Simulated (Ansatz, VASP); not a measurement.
# Sr4Ca3Sc4Zn4Si22O61 in two plane-wave programs

Wanted: the spread between two codes on one cell, functional and k mesh. The structure shown is frame 87 of Ansatz's trajectory.

Method: plane waves, with VASP 6.6.1 beside it; single point at PBE, in Ansatz 0.2.0.

## (1) Starting point

The cell holds 98 atoms: 22 Si, 3 Ca, 4 Zn, 4 Sr, 4 Sc and 61 O. Its edges and angles: a = 11.062 Å, b = 11.062 Å, c = 11.062 Å, α = 90.0°, β = 90.0°, γ = 90.0°. As first built, before any earlier steps moved the atoms (in the runner's words): 98 atoms (22 Si, 3 Ca, 4 Zn, 4 Sr, 4 Sc, 61 O) placed at random at 2.93 g/cm^3, melted at 4000 K for 10 ps at fixed volume with the Morse and Coulomb pair potential with partial charges (Pedone, Malavasi, Menziani, Cormack and Segre, J. Phys. Chem. B 110, 11780 (2006)). Quenched from 4000 K to 300 K at 25 K/ps and fixed volume, held 10 ps at zero pressure, then minimised at fixed cell.

## (2) Ansatz: dynamics, PBE

Ansatz runs on its default PAW (the set named soft_2) files.

One frame of this run of dynamics is then solved in both programs, so the motion causes no difference.

Contents of input.yaml:

```yaml
crystal:
  lattice:
    - [11.06175, 0.0, 0.0]
    - [0.0, 11.06175, 0.0]
    - [0.0, 0.0, 11.06175]
  atoms:
    - { symbol: Si, position: [0.85319, 0.26179, 0.97876] }
    - { symbol: Si, position: [0.66638, 0.16523, 0.60579] }
    - { symbol: Si, position: [0.37882, 0.52328, 0.38184] }
    - { symbol: Si, position: [0.81124, 0.95995, 0.73925] }
    - { symbol: Si, position: [0.33177, 0.88574, 0.729] }
    - { symbol: Si, position: [0.75441, 0.5157, 0.68064] }
    - { symbol: Si, position: [0.98199, 0.63594, 0.56106] }
    - { symbol: Si, position: [0.08208, 0.97084, 0.81266] }
    - { symbol: Si, position: [0.44168, 0.0008, 0.956] }
    - { symbol: Si, position: [0.64822, 0.58911, 0.93567] }
    - { symbol: Si, position: [0.22755, 0.40193, 0.09723] }
    - { symbol: Si, position: [0.11974, 0.1504, 0.61341] }
    - { symbol: Si, position: [0.35624, 0.31398, 0.58141] }
    - { symbol: Si, position: [0.03074, 0.6942, 0.01302] }
    - { symbol: Si, position: [0.79308, 0.83465, 0.98033] }
    - { symbol: Si, position: [0.19244, 0.20363, 0.2732] }
    - { symbol: Si, position: [0.47725, 0.76982, 0.38938] }
    - { symbol: Si, position: [0.68821, 0.9095, 0.5126] }
    - { symbol: Si, position: [0.95979, 0.326, 0.7334] }
    - { symbol: Si, position: [0.58744, 0.22732, 0.86942] }
    - { symbol: Si, position: [0.11994, 0.56041, 0.78403] }
    - { symbol: Si, position: [0.9469, 0.47034, 0.14382] }
    - { symbol: Ca, position: [0.90178, 0.33115, 0.44114] }
    - { symbol: Ca, position: [0.09278, 0.69723, 0.28519] }
    - { symbol: Ca, position: [0.44468, 0.58659, 0.6673] }
    - { symbol: Zn, position: [0.16969, 0.15518, 0.97602] }
    - { symbol: Zn, position: [0.15384, 0.43386, 0.40808] }
    - { symbol: Zn, position: [0.57362, 0.30256, 0.38165] }
    - { symbol: Zn, position: [0.54268, 0.37606, 0.11233] }
    - { symbol: Sr, position: [0.68709, 0.58782, 0.27156] }
[... 62 atom lines left out ...]
    - { symbol: O, position: [0.83747, 0.39228, 0.68887] }
    - { symbol: O, position: [0.317, 0.06347, 0.98678] }
    - { symbol: O, position: [0.00449, 0.24487, 0.62145] }
    - { symbol: O, position: [0.84744, 0.60705, 0.61072] }
    - { symbol: O, position: [0.49899, 0.72508, 0.2537] }
    - { symbol: O, position: [0.69639, 0.72603, 0.97564] }
kpoints:
  mp_grid: { grid: [1, 1, 1] }
hamiltonian:
  xc: pbe
scf:
  occupations: { method: fermi_dirac, width: 0.05 }
output:
  forces: true
md:
  timestep: 1.0
  n_steps: 260
  ensemble: nve
  temperature: 300
  initial_velocities: maxwell_boltzmann
  seed: 8608
```

On the command line:

```bash
ansatz run input.yaml --threads 4 --pin off --max-ram 8192MiB --backend cpu --events-out ev --progress --plain --runs-dir out
```

Numbers of over 12 decimals in the logs are rounded to 6 here.

What it wrote:

```text
Warning: md: disabling space-group detection — thermal motion breaks the input geometry's symmetry, so no spatial operation reduces the k-mesh or symmetrises the density; time reversal is kept, so that k and −k are solved as one point where they differ and the mesh holds both, and exact exchange and, on two spinor components, a DFT+U term hold to it where the run has them: on two components no moment then forms, and  [...]
Engine: ansatz 0.2.0, aarch64-unknown-linux-gnu
Pseudopotentials: kind: paw
Pseudopotential: Si, paw, valence charge 4, recommended cutoff 420 eV (normal), Si.paw.azcp
Pseudopotential: Ca, paw, valence charge 10, recommended cutoff 420 eV (normal), Ca.paw.azcp
Pseudopotential: Zn, paw, valence charge 12, recommended cutoff 420 eV (normal), Zn.paw.azcp
Pseudopotential: Sr, paw, valence charge 10, recommended cutoff 420 eV (normal), Sr.paw.azcp
Pseudopotential: Sc, paw, valence charge 11, recommended cutoff 420 eV (normal), Sc.paw.azcp
Pseudopotential: O, paw, valence charge 6, recommended cutoff 420 eV (normal), O.paw.azcp
Functional definition: PBE
  parameter kappa = 0.804
  parameter beta = 0.066725
  exchange = pbe_x(kappa = kappa, mu = beta*pi^2/3)
  correlation = pbe_c(beta = beta)
Crystal: 98 atoms, lattice volume = 1353.541 Å³
Basis set: ecut = 420 eV, 26529 PW (Γ), exchange–correlation on 150×150×150 points (8 copies of the dense FFT grid, shifted against one another)
Bands: 406, of which v1, the nominal top of the filled ones, is band 308 counted from 1 (307 counted from 0)
Symmetry: 1 space group operations
k-points: 1
Non-local potential: Si, projectors of the file, l = 0: 2, l = 1: 2, l = 2: 2
Non-local potential: Ca, projectors of the file, l = 0: 3, l = 1: 2, l = 2: 2
Non-local potential: Zn, projectors of the file, l = 0: 2, l = 1: 2, l = 2: 3, l = 3: 1
Non-local potential: Sr, projectors of the file, l = 0: 3, l = 1: 2, l = 2: 2
Non-local potential: Sc, projectors of the file, l = 0: 3, l = 1: 2, l = 2: 3, l = 3: 1
Non-local potential: O, projectors of the file, l = 0: 2, l = 1: 2, l = 2: 1
PAW form: soft (Blöchl's): semilocal exchange-correlation on the pseudo side does not see the compensation charge
PAW one-centre angular grid: Si, 110 points (default); XC on 64 Gauss nodes
PAW one-centre angular grid: Ca, 110 points (default); XC on 64 Gauss nodes
PAW one-centre angular grid: Zn, 590 points (default); XC on 64 Gauss nodes
PAW one-centre angular grid: Sr, 110 points (default); XC on 64 Gauss nodes
PAW one-centre angular grid: Sc, 590 points (default); XC on 64 Gauss nodes
PAW one-centre angular grid: O, 110 points (default); XC on 64 Gauss nodes
Initial density: superposition of atomic densities (neutral atoms: chi_scale 0, normalization atom), corrected by the library's trained network
Initial wavefunctions: pseudopotential atomic-orbital guess
Functional: x = pbe(κ = 0.804, μ = 0.219515), c = pbe(β = 0.066725)
SCF iter   1: F=—  HF=-90159.288380 eV  |F-HF|=—  |Δ(HF+E_count)|=         —  Δρ=2.37e-3  dr2=1.13e-1  ethr=1.77e-3  ⟨swp⟩=7.0  Hψ=2036  notcnv=0  defer=70
preconditioner: auto → Resta (q_TF=auto, 2.393 Å⁻¹)  ε∞=3.8  [insulator: Δε(μ)=2.775 eV  Ē_g=14.336 eV  σ=0.050 eV  W_gap=1.00  n_scr=304 (ndim 8)  ℏωp=24.1 eV  f_vac=0.125  D(μ)=0.00/eV (n_scr^D=0)  ε∞_Penn≈3.8]
SCF iter   2: F=—  HF=-90159.293555 eV  |F-HF|=—  |Δ(HF+E_count)|=   5.18e-3  Δρ=1.21e-3  dr2=2.77e-2  ethr=1.83e-5  ⟨swp⟩=2.0  Hψ=683  notcnv=0  defer=74
SCF iter   3: F=—  HF=-90159.295260 eV  |F-HF|=—  |Δ(HF+E_count)|=   1.70e-3  Δρ=6.12e-4  dr2=8.88e-3  ethr=4.50e-6  ⟨swp⟩=2.0  Hψ=537  notcnv=0  defer=74
SCF iter   4: F=—  HF=-90159.295003 eV  |F-HF|=—  |Δ(HF+E_count)|=   2.57e-4  Δρ=2.53e-4  dr2=1.14e-3  ethr=1.44e-6  ⟨swp⟩=2.0  Hψ=539  notcnv=0  defer=74
SCF iter   5: F=—  HF=-90159.295063 eV  |F-HF|=—  |Δ(HF+E_count)|=   6.01e-5  Δρ=1.47e-4  dr2=3.29e-4  ethr=1.86e-7  ⟨swp⟩=2.0  Hψ=539  notcnv=0  defer=74
SCF iter   6: F=—  HF=-90159.295056 eV  |F-HF|=—  |Δ(HF+E_count)|=   6.59e-6  Δρ=5.02e-5  dr2=4.28e-5  ethr=5.35e-8  ⟨swp⟩=2.0  Hψ=539  notcnv=0  defer=74
SCF iter   7: F=—  HF=-90159.292988 eV  |F-HF|=—  |Δ(HF+E_count)|=   2.07e-3  Δρ=2.48e-5  dr2=9.26e-6  ethr=6.95e-9  ⟨swp⟩=2.0  Hψ=712  notcnv=0  defer=88
SCF iter   8: F=—  HF=-90159.292993 eV  |F-HF|=—  |Δ(HF+E_count)|=   5.42e-6  Δρ=1.18e-5  dr2=2.30e-6  ethr=1.50e-9  ⟨swp⟩=2.0  Hψ=541  notcnv=0  defer=88
SCF iter   9: F=—  HF=-90159.292995 eV  |F-HF|=—  |Δ(HF+E_count)|=   2.05e-6  Δρ=6.26e-6  dr2=5.55e-7  ethr=3.73e-10  ⟨swp⟩=2.0  Hψ=599  notcnv=0  defer=88
[...]
automatic band count: iteration 1 solves 357 bands in place of 406: the levels show a gap, and the empty bands left out lie too high to hold charge; the band table lists the bands solved (type scf.n_extra_bands for more)
md step   257: t =   257.00 fs  T =   301.8 K  F+E_penalty+E_count = -90159.31690324 eV  E_kin = 3.783664 eV  conserved = -90155.53323887 eV  (3 SCF iters)
[...]
md step   258: t =   258.00 fs  T =   295.9 K  F+E_penalty+E_count = -90159.24359757 eV  E_kin = 3.710563 eV  conserved = -90155.53303429 eV  (3 SCF iters)
[...]
md step   259: t =   259.00 fs  T =   292.3 K  F+E_penalty+E_count = -90159.19812308 eV  E_kin = 3.665042 eV  conserved = -90155.53308132 eV  (4 SCF iters)
[...]
md step   260: t =   260.00 fs  T =   290.8 K  F+E_penalty+E_count = -90159.17959636 eV  E_kin = 3.646237 eV  conserved = -90155.53335977 eV  (8 SCF iters)
SCF converged after 8 iterations
Free energy (F): -90159.179596 eV
Harris-Foulkes:  -90159.179596 eV  (|F-HF|=3.62e-8)
Internal energy: -90159.179596 eV  (E = F + TS)
E sigma→0 (E₀):  -90159.179596 eV
Fermi energy:    6.657305 eV
--- Per-component energies (eV) ---
  E_band       = -3026.471133
  E_kinetic    = 15182.052981
  E_local      = -47430.535086  (includes V_loc(G=0)·N_el)
  E_nonlocal   = 7239.028115
  E_hartree    = 17699.922587
  E_xc         = -7829.069346
  E_vxc        = -8715.677491  (∫ρ·V_xc dr)
  E_paw        = -45456.773750  (= ΣΔE_a)
  E_vpaw       = -4701.334997  (= ΣTr[D̂ρ^β])
  E_aug_tail   = 0.151658  (compensation charges beyond the density's cutoff)
  E_ewald      = -29563.956756
  E_smearing   = -0.000000  (= −TS)
  E_closure    = -0.000000  (closes the sum)
  Σ components = -90159.179596   (vs F -90159.179596, Δ=0.00e0)
--- Forces (eV/Å), atoms counted from 1 ---
  atom   1  Si     0.86063185    -1.87307186    -0.12343418
  atom   2  Si     0.61846470    -3.07660445     0.87454946
  atom   3  Si     1.62968789     0.37319641     0.41821300
  atom   4  Si     0.35557583     0.20394608     3.17901481
  atom   5  Si     0.61248340    -3.85300588    -0.72726465
  atom   6  Si     2.25678783    -0.15738378    -0.03732400
  atom   7  Si    -1.42651014     0.59029247     1.19152857
  atom   8  Si    -1.90331978    -0.03835863    -1.18629878
  atom   9  Si    -0.37910714    -1.38798785     0.89680623
  atom  10  Si    -1.00408976     0.07830435     0.27296378
  atom  11  Si     0.71998831     1.88173510    -0.75428175
  atom  12  Si     1.12965486     0.44592899     1.98282913
  atom  13  Si    -1.16614225    -0.52939167    -1.23623462
  atom  14  Si     0.33296519     0.71507777     0.86588550
  atom  15  Si    -1.08806376     0.58924277    -1.54954312
  atom  16  Si    -0.15754397    -0.67655495    -1.66590457
  atom  17  Si    -3.17486263    -1.95299517     0.54603572
  atom  18  Si     0.98269826     2.09480740     1.72380011
  atom  19  Si     0.01458882    -0.51165984     0.77325612
  atom  20  Si    -1.00176829     0.70942711     1.75709474
  atom  21  Si     0.83168399     1.23473513     0.30872649
  atom  22  Si    -1.29451385     0.46754624     1.60874745
  atom  23  Ca    -0.41360145    -0.54392690     0.00862755
  atom  24  Ca    -0.73190449     0.49274307    -0.98488838
[...]
atom  91  O      0.38936572    -0.28737945     0.62938540
  atom  92  O      0.10327277     0.04850692    -0.65064609
  atom  93  O      0.39258750    -0.76464271     0.39978078
  atom  94  O     -1.76450290     1.26653335     0.32241352
  atom  95  O      0.58399422    -0.03162012     0.10816970
  atom  96  O      0.45291687     0.28069967    -0.34940872
  atom  97  O      0.44873092    -0.36243680    -0.04386182
  atom  98  O      1.42377772     0.08026596    -0.26788849
  max |Σ_I F_I| component: 1.13e-4 eV/Å
--- MD trajectory: 260 steps, t = 0.0 → 260.0 fs ---
  final state: T = 290.8 K   F+E_penalty+E_count = -90159.17959636 eV   E_kin = 3.646237 eV
  conserved energy: peak-to-peak 7.605e-3 eV (7.760e-5 eV/atom) over 260.0 fs
```

In the SCF lines HF is the Harris–Foulkes energy and dr2 the Hartree energy of the density residual, in eV; the loop may stop once dr2 is under the threshold and the program's other checks hold. Hψ counts applications of the Hamiltonian.

## (3) VASP: single point, PBE

The same cell, functional, mesh and smearing now go to VASP, with its own data sets.

Lines of VASP's logs that name or quote its potential files are left out, and so is its time.

Contents of INCAR:

```
SYSTEM = Sr4Ca3Sc4Zn4Si22O61
PREC = Accurate
ENCUT = 520
EDIFF = 1E-06
NELM = 120
ISMEAR = -1
SIGMA = 0.05
LREAL = Auto
ALGO = Normal
GGA = PE
NBANDS = 376
LASPH = .TRUE.
LORBIT = 11
LWAVE = .FALSE.
LCHARG = .FALSE.
ISIF = 2
GGA_COMPAT = .FALSE.
EFERMI = MIDGAP
NCORE = 2
```

Contents of POSCAR:

```
Sr4Ca3Sc4Zn4Si22O61
1.0
   11.0617500000      0.0000000000      0.0000000000
    0.0000000000     11.0617500000      0.0000000000
    0.0000000000      0.0000000000     11.0617500000
Si Ca Zn Sr Sc O
22 3 4 4 4 61
Direct
    0.8558501141      0.2574457025      0.9797726400
    0.6652925622      0.1608425430      0.6162316089
    0.3916468913      0.5285691685      0.3866748028
    0.8163084503      0.9598842859      0.7345130743
    0.3261690058      0.8846249463      0.7352182069
    0.7554772075      0.5225393812      0.6864374986
    0.9798268809      0.6310574728      0.5700635071
    0.0867132235      0.9830180577      0.8154496350
    0.4456437725      0.9924695460      0.9623070491
    0.6431080073      0.5879811061      0.9296991886
    0.2282007820      0.3998734377      0.1089791398
    0.1203878229      0.1504463579      0.6056546207
    0.3674463805      0.3138834271      0.5779103668
    0.0326169006      0.6881912898      0.0175469523
    0.8020792370      0.8332045110      0.9786335797
    0.1902321061      0.2085022713      0.2774877393
    0.4818496169      0.7802653287      0.3722376658
    0.6907315750      0.9235609194      0.5121974371
    0.9609419848      0.3270911022      0.7361131828
    0.5861821140      0.2179582797      0.8721133636
    0.1247451805      0.5602368522      0.7853730196
    0.9433498316      0.4657671707      0.1447329762
    0.8979320632      0.3415643998      0.4438357403
    0.0809727213      0.6757158677      0.2864736592
    0.4595204195      0.6045517210      0.6701652089
    0.1853594594      0.1621443262      0.9781092503
    0.1558523742      0.4427870816      0.4268854386
    0.5732185233      0.2882997717      0.3821999232
    0.5401315343      0.3601961715      0.1086717744
    0.6749474541      0.5933419215      0.2448075576
[... 62 atom lines left out ...]
    0.8426966800      0.3955884015      0.6875584785
    0.3228241463      0.0641761023      0.9886410378
    0.0069247633      0.2427735214      0.6201640789
    0.8445047122      0.6227314846      0.6242050308
    0.5085090515      0.7358690985      0.2341401677
    0.7070129048      0.7182407847      0.9846000859
```

Contents of KPOINTS:

```
Automatic mesh
0
Gamma
1 1 1
0 0 0
```

PAW data sets: Si, Ca_sv, Zn, Sr_sv, Sc_sv and O (PBE family, release 64).

On the command line:

```bash
mpirun -np 8 vasp_gam
```

What it wrote:

```text
[banner, memory and clock lines left out]
running    8 mpi-ranks, on    1 nodes
[...]
LDA part: xc-table for (Slater+PW92), standard interpolation
 POSCAR, INCAR and KPOINTS ok, starting setup
[...]
entering main loop
       N       E                     dE             d eps       ncg     rms          rms(c)
DAV:   1     0.964512208129E+04    0.96451E+04   -0.32551E+05   752   0.178E+03
DAV:   2     0.843724109034E+03   -0.88014E+04   -0.84460E+04   832   0.519E+02
DAV:   3    -0.681938181884E+03   -0.15257E+04   -0.14629E+04   840   0.230E+02
DAV:   4    -0.836337997437E+03   -0.15440E+03   -0.15271E+03  1216   0.882E+01
[...]
DAV:  19    -0.727096226724E+03    0.28711E-05   -0.29776E-05  1200   0.186E-02    0.105E-02
DAV:  20    -0.727096225937E+03    0.78620E-06   -0.12969E-05  1056   0.118E-02    0.480E-03
DAV:  21    -0.727096226433E+03   -0.49543E-06   -0.40205E-06   680   0.842E-03
   1 F= -.72709623E+03 E0= -.72709623E+03  d E =-.133366E-12
```

Parts of OUTCAR (step 3):

```text
  Total       -7.9624471      9.2893975     -3.7977111    -15.8965472      7.3185924     -0.9378787
  in kB       -9.4250926     10.9957944     -4.4953239    -18.8166310      8.6629663     -1.1101604
  external PRESSURE =      -0.9748740 kB  Pullay stress =       0.0000000 kB

 POSITION                                       TOTAL-FORCE (eV/Angst)
 -----------------------------------------------------------------------------------
      9.46720      2.84780     10.83800        -0.496182     -1.277664      0.330899
      7.35930      1.77920      6.81660         2.549289      0.255849     -1.369579
      4.33230      5.84690      4.27730         1.061947     -0.281768     -0.006550
      9.02980     10.61800      8.12500         1.494815      2.077965     -0.509965
      3.60800      9.78550      8.13280        -0.310046      2.119621     -0.811679
      8.35690      5.78020      7.59320        -0.199763     -1.297695      0.642283
     10.83860      6.98060      6.30590         0.112247      0.048375     -0.717024
      0.95920     10.87390      9.02030        -0.609096     -0.030048     -0.889680
      4.92960     10.97845     10.64480         0.570306      0.083571      1.130660
[...]
0.13960      5.61050      5.46130        -0.164707      0.417804      0.048565
      8.93780     10.10420      1.16230         0.896631     -1.494273     -1.321561
      3.01610      6.16130      8.99780        -1.576524      0.834567     -0.935978
      2.88170      6.16020      3.70050        -1.918908      0.842647     -1.334564
[...]
-----------------------------------------------------------------------------------
    total drift:                               -0.053077      0.004509     -0.003293

  FREE ENERGIE OF THE ION-ELECTRON SYSTEM (eV)
  ---------------------------------------------------
  free  energy   TOTEN  =      -727.0962264329 eV

  energy  without entropy=     -727.0962264329  energy(sigma->0) =     -727.09622643

[... 3 further parts left out ...]
[key lines of the parts left out:]
E-fermi :   3.6323
```

The run ends at a pressure of -0.10 GPa, with forces up to 3.2 eV/Å.

## (4) Comparison

Known differences besides the potentials themselves: the cutoff is 420 eV in Ansatz and 520 eV in VASP (PREC = Accurate, projectors in real space). Total energies have different zeros and are not compared.

Forces on 9 of the 98 atoms, those with the largest forces and the largest differences (eV/Å; atoms numbered as in POSCAR):

| atom | Ansatz x, y, z | VASP x, y, z |
| --- | --- | --- |
| Si2 | 2.575, 0.234, -1.380 | 2.549, 0.256, -1.370 |
| Si4 | 1.477, 2.072, -0.517 | 1.495, 2.078, -0.510 |
| Si11 | 0.859, 2.878, -0.987 | 0.835, 2.920, -0.962 |
| Si21 | 1.159, -2.007, 0.905 | 1.165, -2.021, 0.920 |
| Sr31 | 0.298, -0.901, 0.097 | 0.308, -0.979, 0.060 |
| O42 | -1.883, 0.796, -1.281 | -1.919, 0.843, -1.335 |
| O51 | -0.915, -1.127, 1.820 | -0.941, -1.147, 1.941 |
| O65 | 1.215, 0.083, -2.129 | 1.203, 0.085, -2.112 |
| O79 | 0.548, 0.374, 0.808 | 0.481, 0.352, 0.746 |

The forces differ by 26 meV/Å r.m.s., which is 3.2 % of the r.m.s. force of 0.812 eV/Å (both taken over all components).

## (5) Summary of results

```yaml
r_m_s_force_difference_single_point_pbe: 3.2 % of the r.m.s. force
```

What this shows: The r.m.s. force difference is 3.2 % of the r.m.s. force (single point, PBE), beyond the 3 % picked in this series as the mark of a large difference. What causes the difference of the single point, PBE pair stays open here. 2 further runs of this series are not shown here. Such differences can come from data sets, numerical settings and the points named under the comparisons, not from the functional's error against experiment.

[Lines on the potential files, build, host, timing and source positions are cut from VASP's logs without a mark.]

[Logs are printed without paths, hosts, clocks, repeated set-up lines and the standing remarks that a program may print on its own settings, such as how far it seeks lower states.]

[Hosts, paths, dates, database ids (printed as entryN), source tags and the programs' standing remarks are cut or masked in the printed files.]
